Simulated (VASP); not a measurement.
These are PBE GGA, VASP's PBE PAW potentials (set 64) (plane waves; VASP) values and carry that method's errors.

Input for VASP

### POSCAR
```
Tc
1
    1.3610979755    -2.3574912561     0.0000000000
    1.3610979755     2.3574912561    -0.0000000000
    0.0000000000    -0.0000000000     4.3487404292
Tc
2
Direct
  0.3333330000   0.6666670000   0.2500000000
  0.6666670000   0.3333330000   0.7500000000
```

### KPOINTS
```
Automatic mesh
0
Gamma
15 15 9
0 0 0
```

INCAR:
```
ENCUT = 500
ISMEAR = 1   ! Methfessel-Paxton
LCHARG = F
LWAVE = F
NELM = 100
EDIFF = 1E-6
ISIF = 3   ! ions, shape and volume
LASPH = T   ! aspherical one-centre terms
PREC = Accurate
GGA = PE   ! PBE
EDIFFG = -0.02
SYSTEM = Tc
SIGMA = 0.1
LMAXMIX = 4   ! l cut-off of mixed one-centre charges
IBRION = 2
NSW = 40
LREAL = F   ! projection in real space or not
ALGO = Normal
PSTRESS = 200   ! kbar
```

POTCAR, in this order: Tc_pv (PBE.64 set). Program: vasp_std.

Output of the run:

### OSZICAR
```
       N       E                     dE             d eps       ncg     rms          rms(c)
DAV:   1     0.310299591664E+03    0.31030E+03   -0.16525E+04  4598   0.157E+03
DAV:   2    -0.142247283813E+02   -0.32452E+03   -0.32120E+03  5080   0.453E+02
DAV:   3    -0.220107324496E+02   -0.77860E+01   -0.76615E+01  5433   0.815E+01
DAV:   4    -0.220894535934E+02   -0.78721E-01   -0.77881E-01  5122   0.773E+00
DAV:   5    -0.220901836012E+02   -0.73001E-03   -0.72990E-03  5106   0.702E-01    0.247E+01
DAV:   6    -0.208324364526E+02    0.12577E+01   -0.29563E+00  4819   0.173E+01    0.799E+00
DAV:   7    -0.206777552257E+02    0.15468E+00   -0.59208E-01  5135   0.704E+00    0.949E-01
DAV:   8    -0.206684033856E+02    0.93518E-02   -0.12108E-02  4726   0.120E+00    0.222E-01
DAV:   9    -0.206684990381E+02   -0.95652E-04   -0.33922E-04  5324   0.165E-01    0.212E-02
DAV:  10    -0.206684936575E+02    0.53805E-05   -0.13165E-05  4816   0.330E-02    0.809E-03
DAV:  11    -0.206684932635E+02    0.39403E-06   -0.48434E-07  2470   0.818E-03
   1 F= -.17184700E+02 E0= -.17184638E+02  d E =-.171847E+02
       N       E                     dE             d eps       ncg     rms          rms(c)
DAV:   1    -0.251274678519E+02   -0.44590E+01   -0.14994E+02  4631   0.143E+02    0.312E+01
DAV:   2    -0.201699201139E+02    0.49575E+01   -0.12448E+01  4639   0.408E+01    0.436E+00
DAV:   3    -0.198107158399E+02    0.35920E+00   -0.20018E+00  4979   0.144E+01    0.484E+00
DAV:   4    -0.199010522984E+02   -0.90336E-01   -0.91727E-02  4840   0.264E+00    0.673E-01
DAV:   5    -0.199100111697E+02   -0.89589E-02   -0.19091E-02  4979   0.128E+00    0.900E-02
DAV:   6    -0.199102895182E+02   -0.27835E-03   -0.39247E-04  4681   0.183E-01    0.325E-02
DAV:   7    -0.199102861039E+02    0.34143E-05   -0.60578E-06  5020   0.224E-02    0.410E-03
DAV:   8    -0.199102857555E+02    0.34842E-06   -0.15730E-06  2431   0.118E-02
   2 F= -.16845378E+02 E0= -.16845616E+02  d E =0.339322E+00
       N       E                     dE             d eps       ncg     rms          rms(c)
DAV:   1    -0.239647435448E+02   -0.40545E+01   -0.10630E+02  4777   0.134E+02    0.191E+01
DAV:   2    -0.207044979652E+02    0.32602E+01   -0.91422E+00  4755   0.316E+01    0.371E+00
DAV:   3    -0.205443781003E+02    0.16012E+00   -0.13083E+00  4890   0.110E+01    0.230E+00
DAV:   4    -0.206011055842E+02   -0.56727E-01   -0.50578E-02  4630   0.177E+00    0.471E-01
DAV:   5    -0.206026721990E+02   -0.15666E-02   -0.10259E-02  5018   0.949E-01    0.160E-01
DAV:   6    -0.206030880328E+02   -0.41583E-03   -0.35265E-04  4699   0.157E-01    0.578E-02
DAV:   7    -0.206030914301E+02   -0.33973E-05   -0.23053E-05  5123   0.432E-02    0.476E-03
DAV:   8    -0.206030914393E+02   -0.91914E-08   -0.21037E-07  2443   0.444E-03
   3 F= -.17208213E+02 E0= -.17208251E+02  d E =-.235132E-01
       N       E                     dE             d eps       ncg     rms          rms(c)
DAV:   1    -0.205999674629E+02    0.31240E-02   -0.10654E-02  4724   0.126E+00    0.217E-01
DAV:   2    -0.205996147566E+02    0.35271E-03   -0.98096E-04  4731   0.333E-01    0.318E-02
DAV:   3    -0.205995991264E+02    0.15630E-04   -0.12484E-04  4970   0.108E-01    0.303E-02
DAV:   4    -0.205996084228E+02   -0.92964E-05   -0.55528E-06  4550   0.193E-02    0.263E-03
DAV:   5    -0.205996087384E+02   -0.31560E-06   -0.11489E-06  2403   0.105E-02
   4 F= -.17208256E+02 E0= -.17208298E+02  d E =-.235559E-01
```

### OUTCAR
```
------------------------ aborting loop because EDIFF is reached ----------------------------------------
  FORCE on cell =-STRESS in cart. coord.  units (eV):
  Direction    XX          YY          ZZ          XY          YZ          ZX
  --------------------------------------------------------------------------------------
  Total        3.3913268      3.3913280      3.3684567      0.0000000      0.0000000      0.0000000
  in kB      199.9984602    199.9985308    198.6497297      0.0000000      0.0000000      0.0000000
  external PRESSURE =      -0.4510931 kB  Pullay stress =     200.0000000 kB
  volume of cell :       27.17
      direct lattice vectors                 reciprocal lattice vectors
     1.349022796 -2.336576436 -0.000000000     0.370638659 -0.213988292  0.000000000
     1.349022796  2.336576436  0.000000000     0.370638659  0.213988292  0.000000000
    -0.000000000 -0.000000000  4.309474259     0.000000000 -0.000000000  0.232046867
 POSITION                                       TOTAL-FORCE (eV/Angst)
 -----------------------------------------------------------------------------------
      1.34902      0.77886      1.07737         0.000000     -0.000000      0.000000
      1.34902     -0.77886      3.23211        -0.000000      0.000000      0.000000
 -----------------------------------------------------------------------------------
    total drift:                               -0.000000      0.000595     -0.000043
  FREE ENERGIE OF THE ION-ELECTRON SYSTEM (eV)
  ---------------------------------------------------
  free  energy   TOTEN  =       -20.5996087384 eV

  energy  without entropy=      -20.5997364121  energy(sigma->0) =      -20.59965130
  enthalpy is  TOTEN    =       -17.2082558649 eV   P V=        3.3913528735

 reached required accuracy - stopping structural energy minimisation
```
(Selected blocks of OUTCAR.)

File CONTCAR:
```
Tc
   1.00000000000000
     1.3490227960417065   -2.3365764355520411   -0.0000000000000000
     1.3490227960417065    2.3365764355520411    0.0000000000000000
    -0.0000000000000000   -0.0000000000000000    4.3094742586456816
  Tc
     2
Direct
     0.3333330000000032    0.6666669999999968    0.2500000000000000
     0.6666669999999968    0.3333330000000032    0.7500000000000000
```

Energy and stress use the plane-wave basis of the starting cell.

The compound is Tc in the hcp structure. This run relaxes it under an external pressure of 20 GPa. Symmetry was kept, so distortions that lower it aren't found.
